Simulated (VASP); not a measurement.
OSZICAR of a VASP run on CuI (zinc blende):

OSZICAR:
```
       N       E                     dE             d eps       ncg     rms          rms(c)
DAV:   1     0.609625931244E+02    0.60963E+02   -0.80541E+03   754   0.147E+03
DAV:   2    -0.468107386399E+02   -0.10777E+03   -0.10065E+03   754   0.271E+02
DAV:   3    -0.551476603370E+02   -0.83369E+01   -0.82118E+01  1022   0.878E+01
DAV:   4    -0.554066645883E+02   -0.25900E+00   -0.25885E+00   839   0.138E+01
DAV:   5    -0.554179089114E+02   -0.11244E-01   -0.11244E-01  1140   0.318E+00    0.496E+00
DAV:   6    -0.524497148629E+02    0.29682E+01   -0.81031E+00   769   0.802E+01    0.427E+00
DAV:   7    -0.521176314366E+02    0.33208E+00   -0.13504E+00   899   0.457E+01    0.178E+00
DAV:   8    -0.521236935316E+02   -0.60621E-02   -0.47095E-01   892   0.198E+01    0.114E+00
DAV:   9    -0.519917740740E+02    0.13192E+00   -0.19105E-01   967   0.936E+00    0.229E-01
DAV:  10    -0.521114223206E+02   -0.11965E+00   -0.52477E-02   754   0.291E+00    0.872E-02
DAV:  11    -0.521143046827E+02   -0.28824E-02   -0.25264E-03   834   0.739E-01    0.309E-02
DAV:  12    -0.521143420729E+02   -0.37390E-04   -0.23028E-04  1002   0.325E-01    0.134E-02
DAV:  13    -0.521143607555E+02   -0.18683E-04   -0.13564E-04   789   0.194E-01    0.560E-03
DAV:  14    -0.521143694858E+02   -0.87303E-05   -0.79782E-05   764   0.131E-01    0.529E-03
DAV:  15    -0.521143716052E+02   -0.21193E-05   -0.10891E-05   824   0.507E-02    0.260E-03
DAV:  16    -0.521143754218E+02   -0.38166E-05   -0.25141E-06   814   0.243E-02    0.136E-03
DAV:  17    -0.521143774992E+02   -0.20774E-05   -0.52947E-07   804   0.130E-02    0.911E-04
DAV:  18    -0.521143773834E+02    0.11578E-06   -0.31999E-07   761   0.979E-03    0.561E-04
DAV:  19    -0.521143773506E+02    0.32772E-07   -0.10349E-07   662   0.784E-03
   1 F= -.52114377E+02 E0= -.52114377E+02  d E =-.453412E-14
```

Question: Which electronic solver shows in the log?

Answer: It is blocked Davidson (ALGO = Normal, or the opening steps of other solvers). The INCAR had ALGO = Normal.

Question: Can the final energy be trusted as converged?

Answer: Self-consistency was reached. It stopped with EDIFF = 1E-7, NELM = 100 (SCAN meta-GGA, plane waves, VASP's PBE PAW potentials (set 64)).

The compound is CuI in the zinc blende structure. This cell is one point of a volume scan, at 1.06 of the reference volume.
